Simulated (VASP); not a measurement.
These are r2SCAN meta-GGA, VASP's PBE PAW potentials (set 64) (plane waves; VASP) values and carry that method's errors.

Input for VASP

**INCAR**
```
ALGO=Normal
EDIFF=1E-7
ENCUT=480
ISIF=2
ISMEAR=1
LASPH=T
LCHARG=F
LMAXMIX=6
LMIXTAU=T
LREAL=F
LWAVE=F
METAGGA=R2SCAN
NELM=100
PREC=Accurate
SIGMA=0.1
SYSTEM=WSi2
```

### POSCAR
```
WSi2
1
   -1.6064840525     1.6064840525     3.9025890072
    1.6064840525    -1.6064840525     3.9025890072
    1.6064840525     1.6064840525    -3.9025890072
Si W
2 1
Direct
  0.6653823973   0.6653823973   0.0000000000
  0.3346176027   0.3346176027   0.0000000000
  0.0000000000   0.0000000000   0.0000000000
```

File KPOINTS:
```
Automatic
0
gamma
 12 12 12
0 0 0
```

POTCAR, in this order: Si W_sv (PBE.64 set). Program: vasp_std.

Output

OSZICAR:
```
       N       E                     dE             d eps       ncg     rms          rms(c)
DAV:   1     0.765833802901E+02    0.76583E+02   -0.11065E+04  4890   0.145E+03
DAV:   2    -0.711306751810E+02   -0.14771E+03   -0.14585E+03  5688   0.359E+02
DAV:   3    -0.749277649777E+02   -0.37971E+01   -0.36872E+01  6479   0.513E+01
DAV:   4    -0.749528964001E+02   -0.25131E-01   -0.25129E-01  5506   0.496E+00
DAV:   5    -0.749532324465E+02   -0.33605E-03   -0.33603E-03  6598   0.558E-01    0.274E+01
DAV:   6    -0.698674479561E+02    0.50858E+01   -0.35060E+00  5394   0.214E+01    0.796E+00
DAV:   7    -0.695720448977E+02    0.29540E+00   -0.33123E-01  5744   0.533E+00    0.387E+00
DAV:   8    -0.698522297259E+02   -0.28018E+00   -0.28462E-01  5289   0.567E+00    0.638E-01
DAV:   9    -0.698099368400E+02    0.42293E-01   -0.79131E-02  5107   0.314E+00    0.399E-01
DAV:  10    -0.698110400033E+02   -0.11032E-02   -0.14817E-03  6416   0.332E-01    0.314E-01
DAV:  11    -0.698137932378E+02   -0.27532E-02   -0.27195E-03  5996   0.449E-01    0.432E-01
DAV:  12    -0.698128689155E+02    0.92432E-03   -0.47349E-03  5296   0.827E-01    0.349E-01
DAV:  13    -0.698150055095E+02   -0.21366E-02   -0.15213E-03  5058   0.462E-01    0.263E-01
DAV:  14    -0.698149343919E+02    0.71118E-04   -0.25547E-04  6297   0.134E-01    0.155E-01
DAV:  15    -0.698149383156E+02   -0.39236E-05   -0.31835E-05  5457   0.713E-02    0.831E-02
DAV:  16    -0.698149287249E+02    0.95906E-05   -0.67360E-05  6122   0.695E-02    0.144E-02
DAV:  17    -0.698149317949E+02   -0.30699E-05   -0.38899E-06  5212   0.204E-02    0.162E-02
DAV:  18    -0.698149304385E+02    0.13564E-05   -0.39274E-06  6227   0.157E-02    0.137E-03
DAV:  19    -0.698149305396E+02   -0.10115E-06   -0.34909E-07  5536   0.447E-03    0.231E-03
DAV:  20    -0.698149306301E+02   -0.90409E-07   -0.25134E-08  2613   0.156E-03
   1 F= -.69814931E+02 E0= -.69814939E+02  d E =0.246378E-04
```

### OUTCAR
```
------------------------ aborting loop because EDIFF is reached ----------------------------------------
  FORCE on cell =-STRESS in cart. coord.  units (eV):
  Direction    XX          YY          ZZ          XY          YZ          ZX
  --------------------------------------------------------------------------------------
  Total       -0.0167108     -0.0167108      0.0051544      0.0000000     -0.0000000      0.0000000
  in kB       -0.6645738     -0.6645738      0.2049836      0.0000000     -0.0000000      0.0000000
  external PRESSURE =      -0.3747213 kB  Pullay stress =       0.0000000 kB
  volume of cell :       40.29
      direct lattice vectors                 reciprocal lattice vectors
    -1.606484052  1.606484052  3.902589007     0.000000000  0.311238695  0.128120076
     1.606484052 -1.606484052  3.902589007     0.311238695  0.000000000  0.128120076
     1.606484052  1.606484052 -3.902589007     0.311238695  0.311238695  0.000000000
 POSITION                                       TOTAL-FORCE (eV/Angst)
 -----------------------------------------------------------------------------------
      0.00000      0.00000      5.19343        -0.000000     -0.000000     -0.001595
      0.00000      0.00000      2.61175         0.000000      0.000000      0.001595
      0.00000      0.00000      0.00000        -0.000000     -0.000000     -0.000000
 -----------------------------------------------------------------------------------
    total drift:                               -0.000000      0.000000     -0.000000
  FREE ENERGIE OF THE ION-ELECTRON SYSTEM (eV)
  ---------------------------------------------------
  free  energy   TOTEN  =       -69.8149306301 eV

  energy  without entropy=      -69.8149552678  energy(sigma->0) =      -69.81493884
```
(Selected blocks of OUTCAR.)

**OUTCAR**
```
 val. band max:       11.8972552927   @ k =  -0.3333  -0.4167   0.3333

 cond. band min:      11.9832161541   @ k =  -0.4167  -0.4167   0.3333


 Fermi energy:        11.9746148021

 k-point     1 :       0.0000    0.0000    0.0000
  band No.  band energies     occupation
      1     -63.7752      2.00000
      2     -27.4043      2.00000
      3     -27.3784      2.00000
      4     -27.3784      2.00000
      5      -2.9105      2.00000
      6       4.7218      2.00000
      7       8.1442      2.00000
      8       8.5707      2.00000
      9       8.9106      2.00000
     10       8.9106      2.00000
     11      12.5632     -0.00000
     12      14.9923      0.00000
     13      15.1346      0.00000
     14      15.1635      0.00000
     15      15.1635      0.00000

 k-point     2 :       0.0833   -0.0000    0.0000
  band No.  band energies     occupation
      1     -63.7747      2.00000
      2     -27.4031      2.00000
      3     -27.3946      2.00000
      4     -27.3769      2.00000
      5      -2.7700      2.00000
      6       4.7341      2.00000
      7       7.6761      2.00000
      8       8.5605      2.00000
      9       9.0049      2.00000
     10       9.1160      2.00000
     11      12.0317      0.18658
     12      14.5421      0.00000
     13      14.8111      0.00000
     14      15.5454      0.00000
     15      15.7745      0.00000

 k-point     3 :       0.1667    0.0000    0.0000
  band No.  band energies     occupation
      1     -63.7731      2.00000
      2     -27.4387      2.00000
      3     -27.3998      2.00000
      4     -27.3728      2.00000
      5      -2.3554      2.00000
      6       4.7168      2.00000
      7       6.8742      2.00000
      8       8.4167      2.00000
      9       9.2704      2.00000
     10       9.3251      2.00000
     11      11.1413      2.00000
     12      13.7097     -0.00000
     13      14.4625      0.00000
     14      16.4316      0.00000
     15      16.5955      0.00000
...
```

Unless said otherwise, spin-orbit coupling is left out, though it shifts the bands of the heavy elements here.

The compound is WSi2 in the MoSi2 type structure. It was relaxed first.
